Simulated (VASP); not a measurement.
**Initial- and final-state core-level shifts of Mo20Se**

Wanted: the chemical shifts that photoemission would resolve in Mo20Se.

Method: PBE, no spin polarisation; plane waves and PAW (Se, Mo_sv), in the first sound run; inputs show where later runs differ, in VASP 6.6.1.

Report form: the programs' logs are mostly left out.

## Step 1: Starting point

The cell holds 21 atoms: 1 Se and 20 Mo. Its edges and angles: a = 6.320 Å, b = 6.320 Å, c = 22.870 Å, α = 90.0°, β = 90.0°, γ = 90.0°. It derives from Mo. Adsorbate: added Se, site hollow, coverage in monolayers 0.25, cell 2x2, faces one. Regions: adsorbate, 1 atom (1 Se); layer 1, 4 atoms (4 Mo); layer 2, 4 atoms (4 Mo); layer 3, 4 atoms (4 Mo); other layers, 8 atoms (8 Mo). Vacuum lies along c.

## Step 2: Relaxation

The free atoms are relaxed first inside the given cell, which is kept (ISIF = 0), since core levels depend on the positions.

Contents of INCAR:

```
SYSTEM = Mo20Se
PREC = Normal
ENCUT = 330
EDIFF = 1E-05
NELM = 100
ISMEAR = 0
SIGMA = 0.1
LREAL = Auto
ALGO = Fast
GGA = PE
NBANDS = 177
LASPH = .TRUE.
LWAVE = .FALSE.
LCHARG = .FALSE.
NCORE = 8
IBRION = 2
NSW = 50
ISIF = 0
EDIFFG = -0.05
```

Contents of POSCAR:

```
Mo20Se
1.0
    6.3200000000      0.0000000000      0.0000000000
    0.0000000000      6.3200000000      0.0000000000
    0.0000000000      0.0000000000     22.8700000000
Se Mo
1 20
Selective dynamics
Direct
    0.2511977960      0.2500000000      0.6720594670  T T T
    0.0000000000      0.0000000000      0.6042850900  T T T
    0.5000000000      0.0000000000      0.6042850900  T T T
    0.0000000000      0.5000000000      0.6042850900  T T T
    0.5000000000      0.5000000000      0.6042850900  T T T
    0.2500000000      0.2500000000      0.5351989510  T T T
    0.7500000000      0.2500000000      0.5351989510  T T T
    0.2500000000      0.7500000000      0.5351989510  T T T
    0.7500000000      0.7500000000      0.5351989510  T T T
    0.0000000000      0.0000000000      0.4661128120  F F F
    0.5000000000      0.0000000000      0.4661128120  F F F
    0.0000000000      0.5000000000      0.4661128120  F F F
    0.5000000000      0.5000000000      0.4661128120  F F F
    0.2500000000      0.2500000000      0.3970266720  F F F
    0.7500000000      0.2500000000      0.3970266720  F F F
    0.2500000000      0.7500000000      0.3970266720  F F F
    0.7500000000      0.7500000000      0.3970266720  F F F
    0.0000000000      0.0000000000      0.3279405330  F F F
    0.5000000000      0.0000000000      0.3279405330  F F F
    0.0000000000      0.5000000000      0.3279405330  F F F
    0.5000000000      0.5000000000      0.3279405330  F F F
```

Contents of KPOINTS:

```
Automatic mesh
0
Gamma
3 3 1
0 0 0
```

The projector-augmented-wave data sets are Se and Mo_sv (PBE family, release 64).

Started as:

```bash
$ mpirun -np 8 vasp_std
```

Run time: 5 min. Hardware: 8 MPI ranks of Intel Xeon Platinum 8559C (Emerald Rapids), shared host; peak memory 1.2 GiB; 40 min of CPU time.

The run keeps the 2 symmetry operations of its start, so it cannot find a distortion of lower symmetry.

The steps of the relaxation (22 of 27):

```tsv
step	energy less that of the first step (eV)	largest force (eV/Å)
1	0.0000	1.3041
2	-0.2470	1.2595
3	-0.3178	1.1769
5	-0.3488	1.1858
6	-0.3641	1.1814
7	-0.3789	1.1875
8	-0.3826	1.1919
10	-0.3879	1.1836
11	-0.3901	1.1775
12	-0.3961	1.1742
13	-0.4095	1.1611
15	-0.4114	1.1790
16	-0.4144	1.1889
17	-0.4229	1.2271
18	-0.4327	1.3088
20	-0.4524	1.4087
21	-0.4531	1.5162
22	-0.4549	1.4722
23	-0.4571	1.4797
25	-0.4584	1.4722
26	-0.4593	1.4348
27	-0.4597	1.4332
```

The atoms that moved most (Å):

```tsv
atom	dx	dy	dz	length
Se1	-0.006	0.000	-0.400	0.400
Mo3	0.085	-0.091	-0.082	0.149
Mo5	0.085	0.091	-0.082	0.149
Mo2	-0.088	-0.082	-0.083	0.147
Mo4	-0.088	0.082	-0.083	0.147
Mo9	0.000	0.000	-0.032	0.032
Mo6	0.000	0.000	0.028	0.028
Mo8	-0.001	0.000	0.026	0.026
```

The relaxed structure:

```
Se Mo
1.0
     6.32000    0.00000    0.00000
     0.00000    6.32000    0.00000
     0.00000    0.00000   22.87000
Se Mo
1 20
Direct
  0.25030 0.25000 0.65458
  0.98605 0.98695 0.60064
  0.51351 0.98559 0.60071
  0.98605 0.51305 0.60064
  0.51351 0.51441 0.60071
  0.24999 0.25000 0.53642
  0.75003 0.25000 0.53633
  0.24987 0.75000 0.53633
  0.75007 0.75000 0.53382
  0.00000 0.00000 0.46611
  0.50000 0.00000 0.46611
  0.00000 0.50000 0.46611
  0.50000 0.50000 0.46611
  0.25000 0.25000 0.39703
  0.75000 0.25000 0.39703
  0.25000 0.75000 0.39703
  0.75000 0.75000 0.39703
  0.00000 0.00000 0.32794
  0.50000 0.00000 0.32794
  0.00000 0.50000 0.32794
  0.50000 0.50000 0.32794
```

This step gave:

```yaml
free_energy_toten: -208.6514 eV
energy_at_zero_smearing: -208.5806 eV
fermi_energy: 1.974 eV
```

The forces on the free atoms are under 0.05 eV/Å, while the fixed ones keep up to 1.4 eV/Å.

## Step 3: Initial state

The cell without a hole gives, with ICORELEVEL = 1, the Kohn-Sham core levels of the initial state.

Contents of INCAR:

```
SYSTEM = Mo20Se
PREC = Normal
ENCUT = 330
EDIFF = 1E-05
NELM = 120
ISMEAR = 0
SIGMA = 0.1
LREAL = Auto
ALGO = Fast
GGA = PE
NBANDS = 177
LASPH = .TRUE.
LORBIT = 11
LWAVE = .FALSE.
LCHARG = .FALSE.
NCORE = 8
ICORELEVEL = 1
ISIF = 0
LVHAR = .TRUE.
```

Contents of POSCAR:

```
Mo20Se
1.0
    6.3200000000      0.0000000000      0.0000000000
    0.0000000000      6.3200000000      0.0000000000
    0.0000000000      0.0000000000     22.8700000000
Se Mo
1 20
Direct
    0.2503049297      0.2500000000      0.6545833953
    0.9860543503      0.9869482495      0.6006397458
    0.5135059174      0.9855879236      0.6007136275
    0.9860543503      0.5130517505      0.6006397458
    0.5135059174      0.5144120764      0.6007136275
    0.2499882951      0.2500000000      0.5364169186
    0.7500281223      0.2500000000      0.5363275838
    0.2498689584      0.7500000000      0.5363271930
    0.7500734511      0.7500000000      0.5338182031
    0.0000000000      0.0000000000      0.4661128120
    0.5000000000      0.0000000000      0.4661128120
    0.0000000000      0.5000000000      0.4661128120
    0.5000000000      0.5000000000      0.4661128120
    0.2500000000      0.2500000000      0.3970266720
    0.7500000000      0.2500000000      0.3970266720
    0.2500000000      0.7500000000      0.3970266720
    0.7500000000      0.7500000000      0.3970266720
    0.0000000000      0.0000000000      0.3279405330
    0.5000000000      0.0000000000      0.3279405330
    0.0000000000      0.5000000000      0.3279405330
    0.5000000000      0.5000000000      0.3279405330
```

KPOINTS is that of step 2.

Started as:

```bash
$ mpirun -np 8 vasp_std
```

Wall time 37 s (8 MPI ranks); peak memory 1.2 GiB; 4.7 min of CPU time.

These are scalar-relativistic Kohn-Sham levels of the ground state, with no core hole, so they are not binding energies.

The two shallowest core shells; atoms whose shallowest level rounds to another's at 0.01 eV are left out. Core levels, by row:

```tsv
atom	shell	level below the Fermi level (eV)
Se1	3p	148.3
Se1	3d	48.48
Mo2	3p	376
Mo2	3d	217.8
Mo6	3p	376.1
Mo6	3d	218
Mo7	3p	376.1
Mo7	3d	217.9
Mo9	3p	375.9
Mo9	3d	217.7
Mo10	3p	376.3
Mo10	3d	218.1
Mo14	3p	376.1
Mo14	3d	217.9
Mo18	3p	376
Mo18	3d	217.8
```

## Step 4: Core hole, atom Mo3

This step: final-state core hole with the electron kept at the Fermi level, PBE, no spin polarisation; plane waves and PAW (Mo_sv, Se, Mo_sv) (VASP 6.6.1).

System of this step: Mo20Se. The cell holds 21 atoms: 20 Mo and 1 Se. Cell: a = 6.320 Å, b = 6.320 Å, c = 22.870 Å, α = 90.0°, β = 90.0°, γ = 90.0°. It derives from Mo. Adsorbate: added Se, site hollow, coverage in monolayers 0.25, cell 2x2, faces one. Vacuum lies along c.

A core electron of Mo3 (3d) is moved to the Fermi level; this atom comes first in POSCAR as a species of its own.

INCAR: that of step 3 with these lines changed.

```diff
@@ -12,3 +12,2 @@
 LASPH = .TRUE.
-LORBIT = 11
 LWAVE = .FALSE.
@@ -16,4 +15,7 @@
 NCORE = 8
-ICORELEVEL = 1
+ICORELEVEL = 2
+CLNT = 1
+CLN = 3
+CLL = 2
+CLZ = 1
 ISIF = 0
-LVHAR = .TRUE.
```

POSCAR: that of step 3 with these lines changed.

```diff
@@ -5,8 +5,8 @@
     0.0000000000      0.0000000000     22.8700000000
-Se Mo
-1 20
+Mo Se Mo
+1 1 19
 Direct
+    0.5135059174      0.9855879236      0.6007136275
     0.2503049297      0.2500000000      0.6545833953
     0.9860543503      0.9869482495      0.6006397458
-    0.5135059174      0.9855879236      0.6007136275
     0.9860543503      0.5130517505      0.6006397458
```

KPOINTS is that of step 3.

The projector-augmented-wave data sets are Mo_sv, Se and Mo_sv (PBE family, release 64).

Started as:

```bash
$ mpirun -np 8 vasp_std
```

Elapsed: 48 s, on 8 MPI ranks; peak memory 1.2 GiB.

Numbers from this step:

```yaml
free_energy_toten: -455.1261 eV
energy_at_zero_smearing: -455.0588 eV
fermi_energy: 1.926 eV
```

This is the reference for holes on Mo.

## Step 5: Core hole, atom Mo4

The same hole on the next atom.

INCAR is that of step 4.

POSCAR: that of step 4 with these lines changed.

```diff
@@ -8,6 +8,6 @@
 Direct
-    0.5135059174      0.9855879236      0.6007136275
+    0.9860543503      0.5130517505      0.6006397458
     0.2503049297      0.2500000000      0.6545833953
     0.9860543503      0.9869482495      0.6006397458
-    0.9860543503      0.5130517505      0.6006397458
+    0.5135059174      0.9855879236      0.6007136275
     0.5135059174      0.5144120764      0.6007136275
```

KPOINTS is that of step 4.

Started as:

```bash
$ mpirun -np 8 vasp_std
```

Run time: 47 s. Hardware: 8 MPI ranks; peak memory 1.2 GiB.

Against the hole on Mo3 the energy differs by +0.00 eV.

## Step 6: Core hole, atom Mo10

INCAR is that of step 5.

POSCAR: that of step 5 with these lines changed.

```diff
@@ -8,3 +8,3 @@
 Direct
-    0.9860543503      0.5130517505      0.6006397458
+    0.0000000000      0.0000000000      0.4661128120
     0.2503049297      0.2500000000      0.6545833953
@@ -12,2 +12,3 @@
     0.5135059174      0.9855879236      0.6007136275
+    0.9860543503      0.5130517505      0.6006397458
     0.5135059174      0.5144120764      0.6007136275
@@ -17,3 +18,2 @@
     0.7500734511      0.7500000000      0.5338182031
-    0.0000000000      0.0000000000      0.4661128120
     0.5000000000      0.0000000000      0.4661128120
```

KPOINTS is that of step 5.

Started as:

```bash
$ mpirun -np 8 vasp_std
```

It took 43 s on 8 MPI ranks; peak memory 1.2 GiB; 5.6 min of CPU time.

Against the hole on Mo3 the energy differs by +0.50 eV.

## Step 7: Summary

This step: core-level shifts, PBE; plane waves and PAW (VASP 6.6.1).

No new run; the numbers come from the runs before.

A positive shift is a higher binding energy. Cost is wall time times ranks on a shared host. Core-level shifts:

```tsv
atom	region	shell	Kohn-Sham level below the Fermi level (eV)	initial-state shift (eV)	final-state shift (eV)	shifts are from	cost (core minutes)
Mo3	layer 1	3d	217.8	0	0	Mo3	6.4
Mo4	layer 1	3d	217.8	-0.0027	-0.003228	Mo3	6.27
Mo10	layer 3	3d	218.1	0.2962	0.4981	Mo3	5.73
```

## Step 8: Outcome

```json
{
 "Mo4 3d (layer 1), from Mo3": "initial state -0.00 eV, final state -0.00 eV",
 "Mo10 3d (layer 3), from Mo3": "initial state +0.30 eV, final state +0.50 eV"
}
```

In words: Against Mo3, Mo4 is shifted by -0.00 eV in the initial state and by -0.00 eV with the hole; against Mo3, Mo10 is shifted by +0.30 eV in the initial state and by +0.50 eV with the hole (energies extrapolated to zero smearing). Only these atoms were given a hole, so other sites aren't ranked. The difference of the two pictures holds the screening of the hole, but also the cell's limits: holes repeat 6.3 Å apart, and the electron from the core stays in the cell, where it moves the Fermi energy by -0.05 to -0.03 eV; that is about as much as the final-state shift of Mo4, or more, so there size and sign aren't settled. Cell size, mesh and smearing weren't varied between the hole runs, and no dipole correction was applied to the slab. The other core electrons are frozen, spin-orbit splitting and multiplets are absent, and only shifts between atoms of one element are meaningful. Not tabulated here, as repeats of values shown or as unfit to read for their mesh, reference level or band range: core levels (core hole).

[Lines on the potential files, build, host, timing and source positions are cut from VASP's logs without a mark.]

[Logs are printed without paths, hosts, clocks, repeated set-up lines and the standing remarks that a program may print on its own settings, such as how far it seeks lower states.]

[Hosts, paths, dates, database ids (printed as entryN), source tags and the programs' standing remarks are cut or masked in the printed files.]
